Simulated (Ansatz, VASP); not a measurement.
# ZnO (zincite) in two plane-wave programs, part 3 of 3

Wanted: the spread between two codes on one cell, functional and k mesh. The cell is taken from a series of runs on this material, whose earlier steps may have relaxed, scaled, displaced or heated it; both programs get it as it stands.

VASP 6.6.1 and Ansatz 0.2.0.

So far: The starting structure; VASP: zone-centre phonons, LDA.

## 3. Ansatz: zone-centre phonons, LDA

Level of this step: Ansatz beside VASP: Kohn-Sham DFT, plane waves, LDA (Ansatz).

Ansatz runs on its PAW soft_1 files.

The same cell, functional (in two slightly different forms) and mesh now go to Ansatz, which takes its cutoff from its data sets.

Contents of input.yaml:

```yaml
crystal:
  lattice:
    - [3.1764471531, 0.0, 0.0]
    - [-1.5882235765, 2.7508839283, 0.0]
    - [0.0, 0.0, 5.1362930582]
  atoms:
    - { symbol: O, position: [0.6666666667, 0.3333333333, 0.3786790597] }
    - { symbol: O, position: [0.3333333333, 0.6666666667, 0.8786790597] }
    - { symbol: Zn, position: [0.3333333333, 0.6666666667, 0.5003309403] }
    - { symbol: Zn, position: [0.6666666667, 0.3333333333, 0.0003309403] }
kpoints:
  mp_grid: { grid: [15, 15, 10] }
hamiltonian:
  xc: lda
  pseudopotentials: { kind: paw, azcp: { folder: soft_1 }, xc_functional: pbe }
scf:
  occupations: { method: fixed }
output:
  eigenvalues: true
phonons:
  method: dfpt
  dielectric: true
  rigid_motions: translations
```

Started as:

```console
$ ansatz run input.yaml --threads 8 --pin off --max-ram 16384MiB --backend cpu --events-out ev --progress --plain --runs-dir out
```

Numbers of over 12 decimals in the logs are rounded to 6 here.

Output:

```text
Engine: ansatz 0.2.0, aarch64-unknown-linux-gnu
Pseudopotentials: kind: paw
Pseudopotential: O, paw, valence charge 6, recommended cutoff 420 eV (normal), soft_1/O.paw.azcp
Pseudopotential: Zn, paw, valence charge 12, recommended cutoff 420 eV (normal), soft_1/Zn.paw.azcp
Functional definition: SPW92
  exchange = slater_x
  correlation = pw_c
Crystal: 4 atoms, lattice volume = 44.881 Å³
Basis set: ecut = 420 eV, 881 PW (Γ), exchange–correlation on 48×48×72 points (8 copies of the dense FFT grid, shifted against one another)
Bands: 22, of which v1, the nominal top of the filled ones, is band 18 counted from 1 (17 counted from 0)
Symmetry: 12 space group operations
k-points: 608 of 2250 (irreducible under 2 space group operations, time reversal used)
Non-local potential: O, projectors of the file, l = 0: 2, l = 1: 2, l = 2: 1
Non-local potential: Zn, projectors of the file, l = 0: 2, l = 1: 2, l = 2: 3, l = 3: 1
PAW form: soft (Blöchl's): semilocal exchange-correlation on the pseudo side does not see the compensation charge
PAW frozen core: O, regenerated for the run's functional, and the local potential with it (the file was generated under x = pbe(κ = 0.804, μ = 0.219515), c = pbe(β = 0.066725))
PAW frozen core: Zn, regenerated for the run's functional, and the local potential with it (the file was generated under x = pbe(κ = 0.804, μ = 0.219515), c = pbe(β = 0.066725))
PAW one-centre angular grid: O, 110 points (default); XC on 64 Gauss nodes
PAW one-centre angular grid: Zn, 590 points (default); XC on 64 Gauss nodes
Initial density: superposition of atomic densities (chi_scale 0.1, normalization cell, long waves kept (reshape's long-wave potential 0.00 eV rms))
Initial wavefunctions: pseudopotential atomic-orbital guess
Functional: x = slater, c = lda
SCF iter   1: F=—  HF=-7604.890894 eV  |F-HF|=—  |Δ(HF+E_count)|=         —  Δρ=1.10e-1  dr2=2.94e0  ethr=3.10e-3  ⟨swp⟩=4.5  Hψ=63240  notcnv=0  defer=1119
preconditioner: auto → Resta (q_TF=auto, 2.630 Å⁻¹)  ε∞=6.5  [insulator: Δε(μ)=1.341 eV  Ē_g=14.209 eV  n_scr=22 (ndim 8)  ℏωp=33.3 eV  f_vac=0.000  ε∞_Penn≈6.5]
SCF iter   2: F=—  HF=-7604.077569 eV  |F-HF|=—  |Δ(HF+E_count)|=   8.13e-1  Δρ=2.24e-2  dr2=2.02e-1  ethr=3.10e-3  ⟨swp⟩=2.4  Hψ=30473  notcnv=0  defer=621
SCF iter   3: F=—  HF=-7603.966593 eV  |F-HF|=—  |Δ(HF+E_count)|=   1.11e-1  Δρ=1.82e-2  dr2=1.24e-1  ethr=5.62e-4  ⟨swp⟩=2.0  Hψ=29215  notcnv=0  defer=1185
SCF iter   4: F=—  HF=-7603.947811 eV  |F-HF|=—  |Δ(HF+E_count)|=   1.88e-2  Δρ=7.78e-3  dr2=1.21e-2  ethr=3.45e-4  ⟨swp⟩=2.0  Hψ=24327  notcnv=0  defer=1208
SCF iter   5: F=—  HF=-7603.954065 eV  |F-HF|=—  |Δ(HF+E_count)|=   6.25e-3  Δρ=2.87e-3  dr2=3.12e-3  ethr=3.35e-5  ⟨swp⟩=2.0  Hψ=29189  notcnv=0  defer=1212
SCF iter   6: F=—  HF=-7603.953175 eV  |F-HF|=—  |Δ(HF+E_count)|=   8.90e-4  Δρ=1.16e-3  dr2=3.19e-4  ethr=8.65e-6  ⟨swp⟩=2.3  Hψ=24587  notcnv=0  defer=1212
SCF iter   7: F=—  HF=-7603.953258 eV  |F-HF|=—  |Δ(HF+E_count)|=   8.31e-5  Δρ=2.33e-4  dr2=1.45e-5  ethr=8.86e-7  ⟨swp⟩=2.0  Hψ=23718  notcnv=0  defer=1175
SCF iter   8: F=—  HF=-7603.953261 eV  |F-HF|=—  |Δ(HF+E_count)|=   3.56e-6  Δρ=3.15e-5  dr2=5.09e-7  ethr=4.02e-8  ⟨swp⟩=2.0  Hψ=21195  notcnv=0
SCF iter   9: F=—  HF=-7603.953262 eV  |F-HF|=—  |Δ(HF+E_count)|=   3.40e-7  Δρ=7.03e-6  dr2=1.63e-8  ethr=1.42e-9  ⟨swp⟩=2.4  Hψ=23078  notcnv=0
SCF iter  10: F=—  HF=-7603.953262 eV  |F-HF|=—  |Δ(HF+E_count)|=  6.38e-10  Δρ=7.87e-7  dr2=3.34e-10  ethr=4.53e-11  ⟨swp⟩=2.8  Hψ=23899  notcnv=0
SCF iter  11: F=-7603.953262 eV  HF=-7603.953262 eV  |F-HF|=1.82e-12  |Δ(HF+E_count)|=  9.09e-13  Δρ=1.14e-7  dr2=5.43e-12  ethr=1.00e-12  ⟨swp⟩=7.4  Hψ=81431  notcnv=0
SCF 1 converged in 11 iterations: F = -7603.953262 eV  dr2 = 5.43e-12
  greatest PAW one-centre occupation: 0.988 electrons in one spin orbital (limit 2), on the Zn atom at site 3 (counted from 0), in its partial waves of l = 2
NSCF: frozen V_eff on 4 k-points
DFPT response loops at Γ: preconditioner auto → Resta (q_TF=auto, 2.630 Å⁻¹)  ε∞=8.6 (no band partly filled); β = 1.00, the filter's whole step (`scf.mixing.beta` (0.50) is not read by the response loops at its default; to damp them type it under 1.00, their step now; it binds the ground state too); Broyden in place of MSR1
── the response to a field inside a basis, on 16×16×10 k-points: an SCF that follows is theirs, and a resumed run solves both again ──
Bands: 19, of which v1, the nominal top of the filled ones, is band 18 counted from 1 (17 counted from 0)
k-points: 360 of 2560 (irreducible under 4 space group operations, time reversal used)
Initial density: handed on by an earlier stage of this run
Initial wavefunctions: pseudopotential atomic-orbital guess (no wavefunctions were taken with the density)
Eigensolver: Dense (360 Hₖ)
SCF iter   1: F=—  HF=-7603.955401 eV  |F-HF|=—  |Δ(HF+E_count)|=         —  Δρ=6.28e-4  dr2=2.96e-5  ethr=1.00e-1
preconditioner: auto → Resta (q_TF=auto, 2.630 Å⁻¹)  ε∞=10.9  [insulator: Δε(μ)=1.010 eV  Ē_g=10.561 eV  n_scr=22 (ndim 8)  ℏωp=33.3 eV  f_vac=0.024  ε∞_Penn≈10.9]
SCF iter   2: F=—  HF=-7603.955395 eV  |F-HF|=—  |Δ(HF+E_count)|=   6.47e-6  Δρ=3.74e-4  dr2=2.14e-5  ethr=8.21e-8
SCF iter   3: F=—  HF=-7603.955392 eV  |F-HF|=—  |Δ(HF+E_count)|=   2.77e-6  Δρ=1.10e-4  dr2=9.93e-7  ethr=5.94e-8
SCF iter   4: F=—  HF=-7603.955390 eV  |F-HF|=—  |Δ(HF+E_count)|=   1.52e-6  Δρ=2.60e-5  dr2=1.88e-7  ethr=2.76e-9
SCF iter   5: F=-7603.955390 eV  HF=-7603.955390 eV  |F-HF|=3.25e-8  |Δ(HF+E_count)|=   1.54e-8  Δρ=1.23e-5  dr2=1.54e-8  ethr=5.23e-10
SCF 1 converged in 5 iterations: F = -7603.955390 eV  dr2 = 1.54e-8
DFPT response loops at Γ: preconditioner auto → Resta (q_TF=auto, 2.630 Å⁻¹)  ε∞=7.7 (no band partly filled); β = 1.00, the filter's whole step (`scf.mixing.beta` (0.50) is not read by the response loops at its default; to damp them type it under 1.00, their step now; it binds the ground state too); Broyden in place of MSR1
WARN: field response: ε∞ stands inside a basis, on 16×16×10 points; the force constants stand on the 15×15×10 k-mesh, whose period is 12.85 times the interband length at k = (0.0000, 0.0000, 0.0000), direct gap 0.809 eV, under 14: take them and everything formed from them as unconverged, and compare with a denser kpoints.mp_grid
SCF converged after 11 iterations
Free energy (F): -7603.953262 eV
Harris-Foulkes:  -7603.953262 eV  (|F-HF|=1.82e-12)
Internal energy: -7603.953262 eV  (E = F + TS)
E sigma→0 (E₀):  -7603.953262 eV
Fermi energy:    7.647290 eV
--- Per-component energies (eV) ---
  E_band       = 72.329521
  E_kinetic    = 632.414564
  E_local      = -4355.131607  (includes V_loc(G=0)·N_el)
  E_nonlocal   = 1763.371002
  E_hartree    = 1628.172202
  E_xc         = -295.879922
  E_vxc        = -283.786272  (∫ρ·V_xc dr)
  E_paw        = -3958.738974  (= ΣΔE_a)
  E_vpaw       = -940.883780  (= ΣTr[D̂ρ^β])
  E_aug_tail   = 0.001160  (compensation charges beyond the density's cutoff)
  E_ewald      = -3021.469815
  E_core_change = 3.308130  (= ΣΔE_core)
  E_smearing   = -0.000000  (= −TS)
  E_closure    = 0.000000  (closes the sum)
  Σ components = -7603.953262   (vs F -7603.953262, Δ=0.00e0)
--- Band table (eV; the first three rows and the last of 608) ---
  k-point 0: bands = [... 14 lower, 6.7749, 7.5365, 7.6473, 7.6473, 8.4566, 12.9704, 15.8666, 20.6883]
  k-point 1: bands = [... 14 lower, 6.7966, 7.2771, 7.6264, 7.6264, 8.7482, 12.8787, 15.9455, 20.6879]
  k-point 2: bands = [... 14 lower, 6.8593, 6.8593, 7.5655, 7.5655, 9.2958, 12.6183, 16.1761, 20.4477]
  k-point 607: bands = [... 14 lower, 4.7534, 4.8356, 6.3322, 6.4690, 13.2210, 15.1449, 16.2412, 16.4850]
--- Phonons (Γ-DFPT): 4 representative perturbations + reference, on 608 of 2250 k-points (Σ response iterations 15) ---
  k mesh reduced under 2 symmetry operations, with k and −k counted as one. Each operation leaves every solved perturbation unchanged. A smaller set is not considered because the run solves the response to a homogeneous field
  ASR residual: 7.763e-5 → 0.000e0 eV/Å²; symmetrization residual: 3.859e-6 eV/Å²
  ASR residual per site (eV/Å²): 7.76e-5 7.76e-5 2.47e-5 2.47e-5
  Γ frequencies (cm⁻¹): 0.00 0.00 0.00 88.15 88.15 263.30 398.42 416.63 416.63 449.87 449.87 560.79
  ε∞ (high-frequency dielectric tensor):
        5.029918    -0.000000     0.000000
       -0.000000     5.029918    -0.000000
        0.000000     0.000000     5.083028
  ε⁰ (static dielectric tensor: ions relaxed, cell fixed):
        9.249648    -0.000000    -0.000000
       -0.000000     9.249648     0.000000
       -0.000000     0.000000     9.956132
  ε⁰ − ε∞ (ionic part):
        4.219730    -0.000000    -0.000000
       -0.000000     4.219730     0.000000
       -0.000000     0.000000     4.873104
  softest optical mode at Γ: 88.15 cm⁻¹; the repairs (sum rule, projections) moved no ω² at Γ by more than (1.45 cm⁻¹)²
  Born effective charges Z* (e; rows j = field, columns β = displacement):
    site 0:
        -2.07209   -0.00000   -0.00000
         0.00000   -2.07209    0.00000
        -0.00000    0.00000   -2.12940
    site 1:
        -2.07209   -0.00000   -0.00000
        -0.00000   -2.07209    0.00000
        -0.00000   -0.00000   -2.12940
    site 2:
         2.07209    0.00000    0.00000
         0.00000    2.07209   -0.00000
         0.00000   -0.00000    2.12940
    site 3:
         2.07209   -0.00000    0.00000
        -0.00000    2.07209    0.00000
         0.00000    0.00000    2.12940
  Z* charge neutrality: 1.977e-3 e pre-enforcement
  solved inside a basis spanned on kpoints, on 16×16×10 k-points, its susceptibility summed on 26×26×14: ε∞ is read to err by 1.9e-2, Z* by 1.8e-2 e (field_mesh: kpoints solves on kpoints); Z* is corrected for what the basis lacks
  optical modes at Γ without the LO–TO term, one row a degenerate level:
      ω (cm⁻¹)  modes    IR ((D/Å)²/amu)
         88.15      2             0.0000
        263.30      1             0.0000
        398.42      1            16.2773
[...]
optical modes at Γ + LO–TO along q̂ = [1.0000, 0.0000, 0.0000]:
      ω (cm⁻¹)  modes    IR ((D/Å)²/amu)
[...]
optical modes at Γ + LO–TO along q̂ = [0.0000, 1.0000, 0.0000]:
      ω (cm⁻¹)  modes    IR ((D/Å)²/amu)
[...]
560.79      1             0.0000
        564.97      1            15.4128
  optical modes at Γ + LO–TO along q̂ = [0.0000, 0.0000, 1.0000]:
      ω (cm⁻¹)  modes    IR ((D/Å)²/amu)
         88.15      2             0.0000
        263.30      1             0.0000
        416.63      2            30.8257
        449.87      2             0.0000
        557.60      1            16.2773
        560.79      1             0.0000
```

## 4. Differences

Known differences besides the potentials themselves: the two LDA forms differ slightly; fixed occupations in Ansatz, narrow Gaussian smearing in VASP; VASP's response is taken on the typed mesh, Ansatz refines its own for the field response alone; the cutoff is 420 eV in Ansatz and 600 eV in VASP; VASP's log shows a relativistic correction to its local exchange, Ansatz's none; VASP's log repeats an internal error in its field response. Total energies have different zeros and are not compared.

Compared:

| quantity | Ansatz | VASP | difference |
| --- | --- | --- | --- |
| ε∞ xx | 5.03 | 5.02 | +0.11 % |
| ε∞ yy | 5.03 | 5.02 | +0.11 % |
| ε∞ zz | 5.08 | 5.04 | +0.92 % |
| Born charge of O1 (mean of the diagonal) (e) | -2.09 | -2.08 | -0.01 |
| Born charge of Zn3 (mean of the diagonal) (e) | 2.09 | 2.08 | +0.01 |
| optical mode 1 to 2 (cm⁻¹) | 88.2 | 87.1 | +1.22 % |
| optical mode 3 (cm⁻¹) | 263.3 | 266.1 | -1.06 % |
| optical mode 4 (cm⁻¹) | 398.4 | 409.6 | -2.74 % |
| optical mode 5 to 6 (cm⁻¹) | 416.6 | 427.9 | -2.63 % |
| optical mode 7 to 8 (cm⁻¹) | 449.9 | 461.8 | -2.59 % |
| optical mode 9 (cm⁻¹) | 560.8 | 569.0 | -1.44 % |

Modes are paired by rising frequency, not by their patterns, so a pair may set unlike modes beside each other; they are those without the splitting of longitudinal modes.

## 5. What came out

```yaml
r_m_s_difference_of_the_optical_zone_centre_modes_each_program_s_sorted_by_frequency_zone_centre_phonons_lda: 9.1 cm⁻¹
difference_in_optical_mode_4_zone_centre_phonons_lda: -2.7 %
```

In words: The r.m.s. difference of the optical zone-centre modes, each program's sorted by frequency is 9.1 cm⁻¹ (zone-centre phonons, LDA). Among the rows given in per cent, the largest difference of the zone-centre phonons, LDA pair is in optical mode 4, -2.7 %. Such differences can come from data sets, numerical settings and the points named under the comparisons, not from the functional's error against experiment.

[Lines on the potential files, build, host, timing and source positions are cut from VASP's logs without a mark.]

[Logs are printed without paths, hosts, clocks, repeated set-up lines and the standing remarks that a program may print on its own settings, such as how far it seeks lower states.]

[Hosts, paths, dates, database ids (printed as entryN), source tags and the programs' standing remarks are cut or masked in the printed files.]
